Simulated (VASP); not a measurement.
Energy against volume of Cu$_{2}$O (cuprite). These are TPSS meta-GGA, VASP's PBE PAW potentials (set 64) (plane waves; VASP) values and carry that method's errors. Settings: 520 eV cut-off, 5×5×5 Γ-centred mesh, Gaussian smearing of 0.050 eV, potentials Cu O.

```csv
V (Å³/atom),E (eV/atom)
12.262,-10.43659
12.653,-10.45449
13.044,-10.46167
13.436,-10.45958
```

Question: Fit these four points and predict the energy of the run at 13.827 Å³/atom.

Answer: A cubic in V^(−2/3), the third-order Birch-Murnaghan form, passes through the four points with V0 = 13.14 Å³/atom and B0 = 123 GPa, and gives -10.4495 eV/atom there. The run gave -10.4500 eV/atom, -0.5 meV/atom from the fit; all five points give B0 = 119 GPa.

The compound is Cu2O in the cuprite structure. It was relaxed first.
